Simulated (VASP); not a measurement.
OSZICAR of a VASP run on Pt (fcc):

**OSZICAR**
```
       N       E                     dE             d eps       ncg     rms          rms(c)
DAV:   1    -0.957185258688E+01   -0.95719E+01   -0.56817E+03  1968   0.107E+03
DAV:   2    -0.541738076859E+02   -0.44602E+02   -0.42291E+02  1967   0.194E+02
DAV:   3    -0.546279361789E+02   -0.45413E+00   -0.44299E+00  2221   0.196E+01
DAV:   4    -0.546296505867E+02   -0.17144E-02   -0.17141E-02  2151   0.127E+00
DAV:   5    -0.546296623576E+02   -0.11771E-04   -0.11772E-04  2104   0.943E-02    0.135E+01
DAV:   6    -0.509081476288E+02    0.37215E+01   -0.36735E+00  1909   0.165E+01    0.636E+00
DAV:   7    -0.512226522154E+02   -0.31450E+00   -0.56437E-01  1877   0.443E+00    0.455E+00
DAV:   8    -0.513083935018E+02   -0.85741E-01   -0.31941E-01  1918   0.368E+00    0.100E+00
DAV:   9    -0.513519936342E+02   -0.43600E-01   -0.44135E-02  1952   0.145E+00    0.194E-01
DAV:  10    -0.513545219150E+02   -0.25283E-02   -0.46114E-03  1948   0.504E-01    0.889E-02
DAV:  11    -0.513545099336E+02    0.11981E-04   -0.21124E-04  1971   0.153E-01    0.821E-02
DAV:  12    -0.513550681461E+02   -0.55821E-03   -0.29208E-04  1927   0.107E-01    0.250E-03
DAV:  13    -0.513550692590E+02   -0.11129E-05   -0.94444E-06  1940   0.301E-02    0.621E-03
DAV:  14    -0.513550694555E+02   -0.19651E-06   -0.11663E-06  1457   0.982E-03
   1 F= -.51355069E+02 E0= -.51355081E+02  d E =-.513551E+02
       N       E                     dE             d eps       ncg     rms          rms(c)
DAV:   1    -0.514760797811E+02   -0.12101E+00   -0.32819E+00  1907   0.194E+01    0.233E+00
DAV:   2    -0.513367662491E+02    0.13931E+00   -0.51710E-01  1893   0.566E+00    0.951E-01
DAV:   3    -0.513424298487E+02   -0.56636E-02   -0.14170E-02  1889   0.128E+00    0.787E-01
DAV:   4    -0.513360373391E+02    0.63925E-02   -0.63418E-02  1897   0.152E+00    0.410E-01
DAV:   5    -0.513446067757E+02   -0.85694E-02   -0.23538E-02  1877   0.102E+00    0.391E-02
DAV:   6    -0.513446494271E+02   -0.42651E-04   -0.17509E-04  2049   0.142E-01    0.125E-02
DAV:   7    -0.513446837938E+02   -0.34367E-04   -0.33550E-05  1907   0.685E-02    0.777E-03
DAV:   8    -0.513446878092E+02   -0.40154E-05   -0.30552E-06  1965   0.184E-02    0.259E-03
DAV:   9    -0.513446883210E+02   -0.51179E-06   -0.53038E-07   956   0.750E-03
   2 F= -.51344688E+02 E0= -.51344721E+02  d E =0.103811E-01
       N       E                     dE             d eps       ncg     rms          rms(c)
DAV:   1    -0.514276981695E+02   -0.83010E-01   -0.18029E+00  1906   0.144E+01    0.190E+00
DAV:   2    -0.513530691334E+02    0.74629E-01   -0.26077E-01  1891   0.412E+00    0.552E-01
DAV:   3    -0.513549546899E+02   -0.18856E-02   -0.86182E-03  1888   0.102E+00    0.477E-01
DAV:   4    -0.513562819755E+02   -0.13273E-02   -0.48369E-03  2119   0.427E-01    0.255E-01
DAV:   5    -0.513563610018E+02   -0.79026E-04   -0.34464E-04  2242   0.185E-01    0.194E-02
DAV:   6    -0.513563972020E+02   -0.36200E-04   -0.14928E-04  1914   0.131E-01    0.105E-02
DAV:   7    -0.513564219183E+02   -0.24716E-04   -0.97565E-06  1898   0.372E-02    0.691E-03
DAV:   8    -0.513564231156E+02   -0.11973E-05   -0.38702E-06  1666   0.173E-02    0.534E-04
DAV:   9    -0.513564236139E+02   -0.49830E-06   -0.10913E-07   941   0.450E-03
   3 F= -.51356424E+02 E0= -.51356440E+02  d E =-.135416E-02
```

Question: Which electronic solver shows in the log?

Answer: It is blocked Davidson (ALGO = Normal, or the opening steps of other solvers). The INCAR had ALGO = Normal.

Question: Can the final energy be trusted as converged?

Answer: Self-consistency was reached. It stopped with EDIFF = 1E-6, NELM = 100, NSW = 60 and EDIFFG = -0.01 after 3 ionic steps (r2SCAN+rVV10, plane waves, VASP's PBE PAW potentials (set 64)).

The compound is Pt in the fcc structure. This run relaxes it. Symmetry was kept, so distortions that lower it aren't found.
